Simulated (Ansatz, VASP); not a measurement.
# Pb2SeO: VASP beside Ansatz, part 3 of 3

Wanted: the spread between two codes on one cell, functional and k mesh. The cell is generated by rule, not measured, and may not be a known phase. The cell is taken from a series of runs on this material, whose earlier steps may have relaxed, scaled, displaced or heated it; both programs get it as it stands.

VASP 6.6.1 and Ansatz 0.2.0.

So far: The starting structure; Ansatz: zone-centre phonons, PBEsol; VASP: zone-centre phonons, PBEsol.

### Step 3. VASP: zone-centre phonons, PBEsol (continued)

Level of this step: PBEsol; plane waves and PAW (Pb_d, Se, O); invented cell (VASP).

Numbers of over 12 decimals in the logs are rounded to 6 here.

From OUTCAR (step 3):

```text
ion  position               nearest neighbor table
   1  0.606  0.394  0.750-   4 2.75   4 2.75   4 2.75   4 2.75   3 3.04   3 3.04   2 3.90   2 3.90
                             2 3.90   2 3.90
   2  0.323  0.677  0.250-   4 2.26   3 2.97   3 2.97   3 2.97   3 2.97   1 3.90   1 3.90   1 3.90
                             1 3.90
   3  0.921  0.079  0.750-   2 2.97   2 2.97   2 2.97   2 2.97   1 3.04   1 3.04
   4  0.150  0.850  0.250-   2 2.26   1 2.75   1 2.75   1 2.75   1 2.75

  LATTYP: Found a base centered orthorhombic cell.
 ALAT       =     3.7282894562
 B/A-ratio  =     3.4933324673
 C/A-ratio  =     1.0370239516

 Subroutine GETGRP returns: Found  4 space group operations
 (whereof  2 operations were pure point group operations)

The static configuration has the point symmetry C_1h.
 The point group associated with its full space group is C_2v.

 Found    105 irreducible k-points:

   k-points           NKPTS =    105   k-points in BZ     NKDIM =    105   number of bands    NBANDS=     26

   dimension x,y,z NGX =    54 NGY =   54 NGZ =   32
   dimension x,y,z NGXF=   108 NGYF=  108 NGZF=   64

   ENCUT  =  600.0 eV  44.10 Ry    6.64 a.u.  13.53 13.53  7.72*2*pi/ulx,y,z

   NELECT =      40.0000    total number of electrons

 k-points in reciprocal lattice and weights: Automatic mesh
   0.00000000  0.00000000  0.00000000       0.002
   0.12500000  0.00000000  0.00000000       0.008
   0.25000000  0.00000000  0.00000000       0.008
   0.37500000  0.00000000  0.00000000       0.008
   0.50000000  0.00000000  0.00000000       0.004
   0.12500000  0.12500000  0.00000000       0.004
   0.25000000  0.12500000  0.00000000       0.008
   0.37500000  0.12500000  0.00000000       0.008
   0.50000000  0.12500000  0.00000000       0.008
[...]
1.864144728  6.512077302  0.000000000     0.268219518  0.076780415  0.000000000
     0.000000000  0.000000000  3.866325465     0.000000000  0.000000000  0.258643513

 POSITION                                       TOTAL-FORCE (eV/Angst)
 -----------------------------------------------------------------------------------
      1.86414     -1.37686      2.89974         0.000000     -0.002133      0.000000
      1.86414      2.30260      0.96658         0.000000     -0.025344      0.000000
      1.86414     -5.48846      2.89974         0.000000      0.001742      0.000000
      1.86414      4.56273      0.96658         0.000000      0.025735      0.000000
 -----------------------------------------------------------------------------------
    total drift:                                0.000000      0.000064     -0.000000

 MACROSCOPIC STATIC DIELECTRIC TENSOR (including local field effects in DFT)
 ------------------------------------------------------
          18.982062     0.000000     0.000000
           0.000000    14.925428     0.000000
           0.000000     0.000000    12.645727
 ------------------------------------------------------

 PIEZOELECTRIC TENSOR (including local field effects)  for field in x, y, z        (C/m^2)
          XX          YY          ZZ          XY          YZ          ZX
  --------------------------------------------------------------------------------
  x     0.00000     0.00000     0.00000     0.46551     0.00000     0.00000
  y     0.36343    -1.38633     0.79545     0.00000     0.00000     0.00000
  z     0.00000     0.00000     0.00000     0.00000     1.21952     0.00000

 BORN EFFECTIVE CHARGES (including local field effects) (in |e|, cummulative output)
 ---------------------------------------------------------------------------------
 ion    1
    1     5.08380     0.00000     0.00000
    2     0.00000     2.95844     0.00000
    3     0.00000     0.00000     2.84697
 ion    2
    1     2.87662     0.00000     0.00000
    2     0.00000     3.38900     0.00000
    3     0.00000     0.00000     2.77163
 ion    3
    1    -5.22921     0.00000     0.00000
    2     0.00000    -2.73304     0.00000
    3     0.00000     0.00000    -2.71470
 ion    4
    1    -2.73121     0.00000     0.00000
    2     0.00000    -3.61440     0.00000
    3     0.00000     0.00000    -2.90390

 Eigenvectors and eigenvalues of the dynamical matrix
 ----------------------------------------------------

   1 f  =   10.602858 THz    66.619722 2PiTHz  353.673278 cm-1    43.849878 meV
             X         Y         Z           dx          dy          dz
      1.864145 -1.376863  2.899744    -0.000000    0.002354   -0.000000
      1.864145  2.302597  0.966581     0.000000   -0.221872    0.000000
      1.864145 -5.488459  2.899744    -0.000000   -0.081505    0.000000
      1.864145  4.562725  0.966581    -0.000000    0.971660   -0.000000

   2 f  =    3.842510 THz    24.143202 2PiTHz  128.172335 cm-1    15.891337 meV
             X         Y         Z           dx          dy          dz
      1.864145 -1.376863  2.899744    -0.000000    0.000000   -0.029357
      1.864145  2.302597  0.966581     0.000000   -0.000000    0.568406
      1.864145 -5.488459  2.899744    -0.000000   -0.000000   -0.810624
      1.864145  4.562725  0.966581    -0.000000   -0.000000   -0.137629

   3 f  =    3.676020 THz    23.097113 2PiTHz  122.618820 cm-1    15.202789 meV
             X         Y         Z           dx          dy          dz
      1.864145 -1.376863  2.899744    -0.000000    0.127986    0.000000
      1.864145  2.302597  0.966581    -0.000000    0.420885   -0.000000
      1.864145 -5.488459  2.899744     0.000000   -0.897806   -0.000000
      1.864145  4.562725  0.966581    -0.000000    0.020486    0.000000

   4 f  =    3.361703 THz    21.122205 2PiTHz  112.134353 cm-1    13.902882 meV
             X         Y         Z           dx          dy          dz
      1.864145 -1.376863  2.899744    -0.098636   -0.000000    0.000000
      1.864145  2.302597  0.966581     0.612301    0.000000   -0.000000
      1.864145 -5.488459  2.899744    -0.773150   -0.000000    0.000000
      1.864145  4.562725  0.966581    -0.132657   -0.000000    0.000000

   5 f  =    2.925968 THz    18.384396 2PiTHz   97.599771 cm-1    12.100824 meV
             X         Y         Z           dx          dy          dz
      1.864145 -1.376863  2.899744     0.000000   -0.759621    0.000000
      1.864145  2.302597  0.966581     0.000000    0.605638   -0.000000
      1.864145 -5.488459  2.899744    -0.000000    0.179173   -0.000000
      1.864145  4.562725  0.966581     0.000000    0.155163    0.000000

   6 f  =    1.119692 THz     7.035233 2PiTHz   37.348911 cm-1     4.630673 meV
             X         Y         Z           dx          dy          dz
      1.864145 -1.376863  2.899744    -0.000000    0.000000    0.727916
      1.864145  2.302597  0.966581     0.000000    0.000000   -0.517344
      1.864145 -5.488459  2.899744     0.000000    0.000000   -0.417588
      1.864145  4.562725  0.966581    -0.000000    0.000000    0.167669

   7 f  =    0.713219 THz     4.481290 2PiTHz   23.790440 cm-1     2.949637 meV
             X         Y         Z           dx          dy          dz
      1.864145 -1.376863  2.899744    -0.721525   -0.000000   -0.000000
      1.864145  2.302597  0.966581     0.457090   -0.000000    0.000000
      1.864145 -5.488459  2.899744     0.485869   -0.000000    0.000000
      1.864145  4.562725  0.966581    -0.185479   -0.000000   -0.000000

   8 f  =    0.002968 THz     0.018651 2PiTHz    0.099018 cm-1     0.012277 meV
             X         Y         Z           dx          dy          dz
      1.864145 -1.376863  2.899744     0.000000   -0.000000   -0.638249
      1.864145  2.302597  0.966581     0.000000   -0.000000   -0.637417
      1.864145 -5.488459  2.899744     0.000000   -0.000000   -0.393833
      1.864145  4.562725  0.966581     0.000000   -0.000000   -0.176729

   9 f/i=    0.001502 THz     0.009438 2PiTHz    0.050103 cm-1     0.006212 meV
             X         Y         Z           dx          dy          dz
      1.864145 -1.376863  2.899744    -0.000000   -0.637644    0.000000
      1.864145  2.302597  0.966581    -0.000000   -0.637833    0.000000
      1.864145 -5.488459  2.899744    -0.000000   -0.393952    0.000000
      1.864145  4.562725  0.966581    -0.000000   -0.177146    0.000000

  10 f/i=    0.007349 THz     0.046174 2PiTHz    0.245128 cm-1     0.030392 meV
             X         Y         Z           dx          dy          dz
      1.864145 -1.376863  2.899744     0.630445   -0.000000    0.000000
      1.864145  2.302597  0.966581     0.642688   -0.000000    0.000000
      1.864145 -5.488459  2.899744     0.398489   -0.000000    0.000000
      1.864145  4.562725  0.966581     0.175208   -0.000000    0.000000

  11 f/i=    4.992908 THz    31.371368 2PiTHz  166.545495 cm-1    20.649000 meV
             X         Y         Z           dx          dy          dz
      1.864145 -1.376863  2.899744     0.000000   -0.000000    0.248825
      1.864145  2.302597  0.966581    -0.000000   -0.000000   -0.054498
      1.864145 -5.488459  2.899744     0.000000   -0.000000    0.115775
      1.864145  4.562725  0.966581    -0.000000   -0.000000   -0.960058

  12 f/i=    5.367438 THz    33.724610 2PiTHz  179.038472 cm-1    22.197931 meV
             X         Y         Z           dx          dy          dz
      1.864145 -1.376863  2.899744     0.268722    0.000000   -0.000000
      1.864145  2.302597  0.966581    -0.055757    0.000000    0.000000
      1.864145 -5.488459  2.899744     0.085892    0.000000    0.000000
      1.864145  4.562725  0.966581    -0.957759    0.000000    0.000000

 MACROSCOPIC STATIC DIELECTRIC TENSOR IONIC CONTRIBUTION
 ------------------------------------------------------
         120.212265     0.000000     0.000000
           0.000000    10.944628    -0.000000
           0.000000    -0.000000     7.866228
 ------------------------------------------------------

 ELASTIC MODULI CONTR FROM IONIC RELAXATION (kBar)
 Direction    XX          YY          ZZ          XY          YZ          ZX
 --------------------------------------------------------------------------------
 XX         -82.0432    -67.0713    -66.5455     -0.0000      0.0000      0.0000
 YY         -67.0713   -305.7640    -52.9299     -0.0000      0.0000      0.0000
 ZZ         -66.5455    -52.9299    -58.7977     -0.0000      0.0000      0.0000
 XY          -0.0000     -0.0000     -0.0000   -169.4197     -0.0000      0.0000
 YZ           0.0000      0.0000      0.0000     -0.0000    -18.5590      0.0000
 ZX           0.0000      0.0000      0.0000      0.0000      0.0000      0.0000
 --------------------------------------------------------------------------------

 PIEZOELECTRIC TENSOR IONIC CONTR  for field in x, y, z        (C/m^2)
          XX          YY          ZZ          XY          YZ          ZX
  --------------------------------------------------------------------------------
  x     0.00000     0.00000     0.00000     3.85798     0.00000     0.00000
  y     0.16614     1.46873     0.02232     0.00000    -0.00000     0.00000
  z    -0.00000    -0.00000    -0.00000     0.00000    -0.06110     0.00000
```

With imaginary modes the cell is no minimum, so the ionic parts of its dielectric, piezoelectric and elastic tensors have no meaning.

### Step 4. Comparison

Known differences besides the potentials themselves: fixed occupations in Ansatz, narrow Gaussian smearing in VASP; VASP's response is taken on the typed mesh, Ansatz refines its own for the field response alone; the data sets hold 50 valence electrons in Ansatz (on its default PAW (the set named soft_2) files) and 40 in VASP; the cutoff is 420 eV in Ansatz and 600 eV in VASP; Ansatz makes its cores anew for this functional, VASP keeps those of its PBE data sets. Total energies have different zeros and are not compared.

The two programs side by side:

```
                                              quantity  Ansatz    VASP  difference
                                                 ε∞ xx   20.60   18.98     +8.54 %
                                                 ε∞ yy   14.69   14.93     -1.59 %
                                                 ε∞ zz   12.84   12.65     +1.53 %
         Born charge of Pb1 (mean of the diagonal) (e)    3.66    3.63       +0.03
         Born charge of Se3 (mean of the diagonal) (e)   -3.61   -3.56       -0.05
          Born charge of O4 (mean of the diagonal) (e)   -3.05   -3.08       +0.03
optical mode 1 (imaginary, printed as negative) (cm⁻¹)  -179.9  -179.0        -0.9
optical mode 2 (imaginary, printed as negative) (cm⁻¹)  -167.7  -166.5        -1.2
                                 optical mode 3 (cm⁻¹)    23.5    23.8        -0.3
                                 optical mode 4 (cm⁻¹)    37.5    37.3        +0.1
                                 optical mode 5 (cm⁻¹)    97.4    97.6     -0.23 %
                                 optical mode 6 (cm⁻¹)   111.6   112.1     -0.48 %
                                 optical mode 7 (cm⁻¹)   122.1   122.6     -0.42 %
                                 optical mode 8 (cm⁻¹)   127.7   128.2     -0.38 %
                                 optical mode 9 (cm⁻¹)   350.4   353.7     -0.92 %
```

Modes are paired by rising frequency, not by their patterns, so a pair may set unlike modes beside each other; they are those without the splitting of longitudinal modes.

### Step 5. Outcome

* r.m.s. difference of the optical zone-centre modes, each program's sorted by frequency (zone-centre phonons, PBEsol): 1.2 cm⁻¹
* difference in ε∞ xx (zone-centre phonons, PBEsol): +8.5 %

In words: The r.m.s. difference of the optical zone-centre modes, each program's sorted by frequency is 1.2 cm⁻¹ (zone-centre phonons, PBEsol). The data sets hold unlike numbers of valence electrons (50 in Ansatz and 40 in VASP), so part of the differences comes from the potentials. Among the rows given in per cent, the largest difference of the zone-centre phonons, PBEsol pair is in ε∞ xx, +8.5 %. How closely two codes agree says nothing of how well the functional describes the real material.

[Lines on the potential files, build, host, timing and source positions are cut from VASP's logs without a mark.]

[Logs are printed without paths, hosts, clocks, repeated set-up lines and the standing remarks that a program may print on its own settings, such as how far it seeks lower states.]

[Hosts, paths, dates, database ids (printed as entryN), source tags and the programs' standing remarks are cut or masked in the printed files.]
